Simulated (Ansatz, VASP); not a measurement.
**Cross-check of WSe2 between VASP and Ansatz**

Wanted: the spread between two codes on one cell, functional and k mesh. The structure shown comes from an earlier Ansatz run, which isn't shown and may have moved the atoms alone.

Calculated with Ansatz 0.2.0; plane waves, with VASP 6.6.1 beside it; elastic constants at PBEsol.

## 1. The structure

The structure is hexagonal, space group P6_3/mmc (No. 194). The conventional cell has a = 3.271 Å, b = 3.271 Å, c = 13.226 Å, α = 90.00°, β = 90.00°, γ = 120.00°. W has 6 Se at 2.52 Å nearest. Se has 3 W at 2.52 Å nearest. Farther neighbours and most contacts between anions are not listed.

## 2. Ansatz: elastic constants, PBEsol

Ansatz runs on its default PAW (the set named soft_2) files.

Elastic constants are differences of stresses under small strains, so they test the stress and the mesh.

Input file input.yaml:

```yaml
crystal:
  lattice:
    - [3.271088906, 0.0, 0.0]
    - [-1.635544453, 2.8328460907, 0.0]
    - [0.0, 0.0, 13.2262224968]
  atoms:
    - { symbol: W, position: [0.3333333333, 0.6666666667, 0.25] }
    - { symbol: W, position: [0.6666666667, 0.3333333333, 0.75] }
    - { symbol: Se, position: [0.3333333333, 0.6666666667, 0.6234161728] }
    - { symbol: Se, position: [0.6666666667, 0.3333333333, 0.1234161728] }
    - { symbol: Se, position: [0.3333333333, 0.6666666667, 0.8765838272] }
    - { symbol: Se, position: [0.6666666667, 0.3333333333, 0.3765838272] }
kpoints:
  mp_grid: { grid: [9, 9, 2] }
hamiltonian:
  xc: pbesol
scf:
  occupations: { method: gaussian, width: 0.02 }
output:
  forces: true
  stress: true
  eigenvalues: true
elastic:
  mode: relaxed_ion
  stencil: two_point
```

The run is started by

```bash
$ ansatz run input.yaml --threads 8 --pin off --max-ram 16384MiB --backend cpu --events-out ev --progress --plain --runs-dir out
```

Numbers of over 12 decimals in the logs are rounded to 6 here.

The log of the run:

```text
Engine: ansatz 0.2.0, aarch64-unknown-linux-gnu
Pseudopotentials: kind: paw
Pseudopotential: W, paw, valence charge 14, recommended cutoff 420 eV (normal), W.paw.azcp
Pseudopotential: Se, paw, valence charge 16, recommended cutoff 420 eV (normal), Se.paw.azcp
Functional definition: PBEsol
  exchange = pbesol_x
  correlation = pbesol_c
Crystal: 6 atoms, lattice volume = 122.561 Å³
Basis set: ecut = 420 eV, 2457 PW (Γ), exchange–correlation on 48×48×180 points (8 copies of the dense FFT grid, shifted against one another)
Bands: 56, of which v1, the nominal top of the filled ones, is band 46 counted from 1 (45 counted from 0)
Symmetry: 24 space group operations
Space group: P63/mmc (ITA 194), of the structure as read, at distance tolerance 5.0e-5 Å
k-points: 24 of 162
Non-local potential: W, projectors of the file, l = 0: 3, l = 1: 2, l = 2: 2, l = 3: 1
Non-local potential: Se, projectors of the file, l = 0: 2, l = 1: 2, l = 2: 3, l = 3: 1
PAW form: soft (Blöchl's): semilocal exchange-correlation on the pseudo side does not see the compensation charge
PAW frozen core: W, regenerated for the run's functional, and the local potential with it (the file was generated under x = pbe(κ = 0.804, μ = 0.219515), c = pbe(β = 0.066725))
PAW frozen core: Se, regenerated for the run's functional, and the local potential with it (the file was generated under x = pbe(κ = 0.804, μ = 0.219515), c = pbe(β = 0.066725))
PAW one-centre angular grid: W, 590 points (default); XC on 64 Gauss nodes
PAW one-centre angular grid: Se, 590 points (default); XC on 64 Gauss nodes
Initial density: superposition of atomic densities (neutral atoms: chi_scale 0, normalization atom), corrected by the library's trained network
Initial wavefunctions: pseudopotential atomic-orbital guess
Functional: x = pbesol(κ = 0.804, μ = 0.123457), c = pbesol(β = 0.046)
SCF iter   1: F=—  HF=-42213.528943 eV  |F-HF|=—  |Δ(HF+E_count)|=         —  Δρ=4.97e-3  dr2=2.20e-2  ethr=1.77e-3  ⟨swp⟩=6.4  Hψ=4832  notcnv=0  defer=1
preconditioner: auto → Resta (q_TF=auto, 2.601 Å⁻¹)  ε∞=6.0  [insulator: Δε(μ)=1.136 eV  Ē_g=9.015 eV  σ=0.020 eV  W_gap=1.00  n_scr=40 (ndim 8)  ℏωp=20.1 eV  f_vac=0.062  D(μ)=0.00/eV (n_scr^D=0)  ε∞_Penn≈6.0]
SCF iter   2: F=—  HF=-42213.531308 eV  |F-HF|=—  |Δ(HF+E_count)|=   2.37e-3  Δρ=2.71e-3  dr2=3.18e-3  ethr=2.40e-5  ⟨swp⟩=2.5  Hψ=2464  notcnv=0  defer=60
SCF iter   3: F=—  HF=-42213.532977 eV  |F-HF|=—  |Δ(HF+E_count)|=   1.67e-3  Δρ=1.41e-3  dr2=8.96e-4  ethr=3.46e-6  ⟨swp⟩=2.0  Hψ=1380  notcnv=0  defer=60
SCF iter   4: F=—  HF=-42213.533724 eV  |F-HF|=—  |Δ(HF+E_count)|=   7.47e-4  Δρ=1.06e-4  dr2=2.79e-5  ethr=9.74e-7  ⟨swp⟩=2.0  Hψ=1749  notcnv=0  defer=60
SCF iter   5: F=—  HF=-42213.533741 eV  |F-HF|=—  |Δ(HF+E_count)|=   1.68e-5  Δρ=3.80e-5  dr2=2.87e-6  ethr=3.04e-8  ⟨swp⟩=2.0  Hψ=1650  notcnv=0  defer=60
SCF iter   6: F=—  HF=-42213.533731 eV  |F-HF|=—  |Δ(HF+E_count)|=   9.38e-6  Δρ=1.38e-5  dr2=3.28e-7  ethr=3.12e-9  ⟨swp⟩=2.0  Hψ=2340  notcnv=0  defer=60
SCF iter   7: F=—  HF=-42213.533732 eV  |F-HF|=—  |Δ(HF+E_count)|=   3.71e-7  Δρ=3.67e-6  dr2=2.27e-8  ethr=3.56e-10  ⟨swp⟩=2.0  Hψ=2340  notcnv=0  defer=60
SCF iter   8: F=—  HF=-42213.533732 eV  |F-HF|=—  |Δ(HF+E_count)|=   2.10e-9  Δρ=1.28e-6  dr2=2.14e-9  ethr=2.47e-11  ⟨swp⟩=2.0  Hψ=2340  notcnv=0  defer=60
SCF iter   9: F=—  HF=-42213.533732 eV  |F-HF|=—  |Δ(HF+E_count)|=   1.78e-9  Δρ=2.19e-7  dr2=5.24e-11  ethr=2.33e-12  ⟨swp⟩=2.0  Hψ=1692  notcnv=0  defer=60
SCF iter  10: F=—  HF=-42213.533732 eV  |F-HF|=—  |Δ(HF+E_count)|=  5.82e-11  Δρ=3.57e-8  dr2=1.26e-12  ethr=5.70e-14 (applied; sched 1.00e-12)  ⟨swp⟩=2.0  Hψ=1715  notcnv=0  defer=60
[...]
SCF 1 converged in 13 iterations: F = -42213.533732 eV  dr2 = 1.01e-14
  greatest PAW one-centre occupation: 1.000 electrons in one spin orbital (limit 2), on the Se atom at site 4 (counted from 0), in its partial waves of l = 2
Crystal: 6 atoms, lattice volume = 122.316 Å³
Symmetry: 8 space group operations
k-points: 50 of 162
Initial density: handed on by an earlier stage of this run
Initial wavefunctions: pseudopotential atomic-orbital guess (no wavefunctions were taken with the density)
[...]
SCF iter   9: F=-42213.533715 eV  HF=-42213.533715 eV  |F-HF|=1.46e-11  |Δ(HF+E_count)|=    0.00e0  Δρ=2.08e-9  dr2=1.09e-14  ethr=1.00e-12  ⟨swp⟩=3.9  Hψ=8071  notcnv=0
SCF 30 converged in 9 iterations: F = -42213.533715 eV  dr2 = 1.09e-14
relax step   3: F+E_penalty+E_count = -42213.53371456 eV  Δ(F+E_penalty+E_count) = -1.020e-8 eV  max|allowed force component| = 3.882e-5 eV/Å  Δτ_max = 0.0002 Å  (9 SCF iters, accepted)
iter 1 solved again at ethr=1.00e-12 eV; its pass at ethr=3.10e-3 eV (dr2=3.61e-11 eV) is discarded
SCF iter   1: F=—  HF=-42213.533713 eV  |F-HF|=—  |Δ(HF+E_count)|=         —  Δρ=2.37e-7  dr2=3.96e-11  ethr=1.00e-12  ⟨swp⟩=2.4  Hψ=9817  notcnv=0
SCF iter   2: F=—  HF=-42213.533715 eV  |F-HF|=—  |Δ(HF+E_count)|=   1.34e-6  Δρ=1.32e-7  dr2=2.94e-11  ethr=4.30e-14 (applied; sched 1.00e-12)  ⟨swp⟩=3.1  Hψ=6211  notcnv=0
SCF iter   3: F=—  HF=-42213.533715 eV  |F-HF|=—  |Δ(HF+E_count)|=  7.28e-12  Δρ=7.80e-8  dr2=5.58e-12  ethr=3.19e-14 (applied; sched 1.00e-12)  ⟨swp⟩=1.1  Hψ=2807  notcnv=0
SCF iter   4: F=—  HF=-42213.533715 eV  |F-HF|=—  |Δ(HF+E_count)|=    0.00e0  Δρ=5.31e-8  dr2=2.04e-12  ethr=6.07e-15 (applied; sched 1.00e-12)  ⟨swp⟩=1.0  Hψ=2800  notcnv=0
SCF iter   5: F=—  HF=-42213.533715 eV  |F-HF|=—  |Δ(HF+E_count)|=  1.46e-11  Δρ=3.76e-8  dr2=9.57e-13  ethr=2.22e-15 (applied; sched 1.00e-12)  ⟨swp⟩=1.0  Hψ=2800  notcnv=0
SCF iter   6: F=—  HF=-42213.533715 eV  |F-HF|=—  |Δ(HF+E_count)|=  1.46e-11  Δρ=2.40e-8  dr2=4.16e-13  ethr=1.04e-15 (applied; sched 1.00e-12)  ⟨swp⟩=1.0  Hψ=2800  notcnv=0
SCF iter   7: F=—  HF=-42213.533715 eV  |F-HF|=—  |Δ(HF+E_count)|=  7.28e-12  Δρ=1.86e-8  dr2=2.45e-13  ethr=4.53e-16 (applied; sched 1.00e-12)  ⟨swp⟩=1.0  Hψ=2800  notcnv=0
SCF iter   8: F=-42213.533715 eV  HF=-42213.533715 eV  |F-HF|=0.00e0  |Δ(HF+E_count)|=  1.46e-11  Δρ=1.07e-8  dr2=8.32e-14  ethr=1.00e-12  ⟨swp⟩=2.8  Hψ=7135  notcnv=0
SCF 31 converged in 8 iterations: F = -42213.533715 eV  dr2 = 8.32e-14
SCF converged after 13 iterations
Free energy (F): -42213.533732 eV
Harris-Foulkes:  -42213.533732 eV  (|F-HF|=7.28e-12)
Internal energy: -42213.533732 eV  (E = F + TS)
E sigma→0 (E₀):  -42213.533732 eV
Fermi energy:    13.139646 eV
--- Per-component energies (eV) ---
  E_band       = -1710.782364
  E_kinetic    = 1380.133280
  E_local      = -11760.419179  (includes V_loc(G=0)·N_el)
  E_nonlocal   = -2362.004753
  E_hartree    = 5644.864737
  E_xc         = -946.282223
  E_vxc        = -872.986019  (∫ρ·V_xc dr)
  E_paw        = -24344.674814  (= ΣΔE_a)
  E_vpaw       = 614.767407  (= ΣTr[D̂ρ^β])
  E_aug_tail   = -0.002571  (compensation charges beyond the density's cutoff)
  E_ewald      = -9829.625595
  E_core_change = 4.477386  (= ΣΔE_core)
  E_smearing   = -0.000000  (= −TS)
  E_closure    = 0.000000  (closes the sum)
  Σ components = -42213.533732   (vs F -42213.533732, Δ=0.00e0)
--- Forces (eV/Å), atoms counted from 1 ---
  atom   1  W     -0.00000000     0.00000000    -0.00000000
  atom   2  W     -0.00000000    -0.00000000     0.00000000
  atom   3  Se     0.00000000     0.00000000     0.00004887
  atom   4  Se    -0.00000000    -0.00000000     0.00004887
  atom   5  Se     0.00000000     0.00000000    -0.00004887
  atom   6  Se     0.00000000    -0.00000000    -0.00004887
  max |Σ_I F_I| component: 1.39e-17 eV/Å
--- Stress (GPa, compression-positive) ---
       -0.000552       0.000000       0.000000
        0.000000      -0.000552       0.000000
        0.000000       0.000000       0.002094
  P = ⅓ Tr σ = 0.0003 GPa (0.003 kbar)
--- Band table (eV; the first three rows and the last of 24) ---
  k-point 0: bands = [... 42 lower, 11.1928, 11.3828, 11.4867, 12.5697, 15.3735, 15.3735, 15.4130, 15.4130, ... 6 higher]
  k-point 1: bands = [... 42 lower, 11.1728, 11.1728, 12.3297, 12.3297, 15.3815, 15.3815, 15.3815, 15.3815, ... 6 higher]
  k-point 2: bands = [... 42 lower, 11.0524, 11.5286, 11.7011, 12.3035, 14.8041, 15.0203, 15.1434, 15.1498, ... 6 higher]
  k-point 23: bands = [... 42 lower, 9.9200, 9.9200, 12.3221, 12.3221, 14.0417, 14.0417, 15.0583, 15.0583, ... 6 higher]
--- Elastic constants: 3 strain directions × 2 members + reference (group order 24) ---
  dense FFT box of the reference and of every strained cell: 24×24×90
  strains applied: 11, 33, 23; error gains: componentwise 1.00 (the most a stress slope's error grows in a printed constant), spectral 1.41 (1 for all six strains in a standard setting)
  C = ∂σ_k/∂η_j (tension-positive GPa; Voigt order 11 22 33 23 13 12):
       196.366     35.948      5.968      0.000      0.000      0.000
        35.948    196.366      5.968     -0.000     -0.000      0.000
         5.977      5.977     26.489      0.000      0.000      0.000
        -0.000      0.000      0.000     13.046     -0.000     -0.000
        -0.000      0.000      0.000      0.000     13.046     -0.000
        -0.000     -0.000      0.000     -0.000     -0.000     80.209
  reference stress σ⁰ (GPa):      0.001      0.001     -0.002     -0.000     -0.000     -0.000
  C* (energy form; C + prestress term) asymmetry max|C*_kj − C*_jk| = 6.478e-3 GPa — a small one proves nothing (zero by symmetry where the batch's group is 432, −43m or m−3m); a large one is finite-difference/SCF noise where every solve meets its electron count
  moduli (Voigt/Reuss/Hill, GPa): K = 57.22/23.27/40.25   G = 46.02/21.31/33.66   E = 78.97   ν = 0.173
  mechanically stable: yes (min eigenvalue of sym C = 13.05 GPa)
  strain η (Voigt 11):  stress-route row diagonal C_11 = 196.37 GPa, energy-path curvature d²(F+E_count+ΔE)/dδ²/Ω₀ = 196.26 GPa
         δ    σ_11 (GPa)             F (eV)   n_scf  n_hpsi   n_pw
    -2.000e-3      -0.3957      -42213.5334322       7   36050   2457   relax 5 steps, max|allowed force component| 9.05e-6 eV/Å
     2.000e-3       0.3898      -42213.5334392       7   35884   2457   relax 4 steps, max|allowed force component| 1.07e-6 eV/Å
  strain η (Voigt 33):  stress-route row diagonal C_33 = 26.49 GPa, energy-path curvature d²(F+E_count+ΔE)/dδ²/Ω₀ = 26.65 GPa
         δ    σ_33 (GPa)             F (eV)   n_scf  n_hpsi   n_pw
    -2.000e-3      -0.0570      -42213.5336774       7   17369   2456   relax 5 steps, max|allowed force component| 8.46e-7 eV/Å
     2.000e-3       0.0490      -42213.5336909       8   18613   2457   relax 3 steps, max|allowed force component| 1.46e-6 eV/Å
  strain η (Voigt 23):  stress-route row diagonal C_44 = 13.05 GPa, energy-path curvature d²(F+E_count+ΔE)/dδ²/Ω₀ = 13.02 GPa
         δ    σ_23 (GPa)             F (eV)   n_scf  n_hpsi   n_pw
    -2.000e-3      -0.0261      -42213.5337146       7   36586   2457   relax 4 steps, max|allowed force component| 4.84e-5 eV/Å
     2.000e-3       0.0261      -42213.5337146       8   38170   2457   relax 3 steps, max|allowed force component| 3.88e-5 eV/Å
```

The column dr2 measures how far the density is from self-consistency, as an energy; F and HF (Harris–Foulkes) agree once it is small.

(Continued in part 2 of 2.)

[Lines on the potential files, build, host, timing and source positions are cut from VASP's logs without a mark.]

[Logs are printed without paths, hosts, clocks, repeated set-up lines and the standing remarks that a program may print on its own settings, such as how far it seeks lower states.]

[Hosts, paths, dates, database ids (printed as entryN), source tags and the programs' standing remarks are cut or masked in the printed files.]
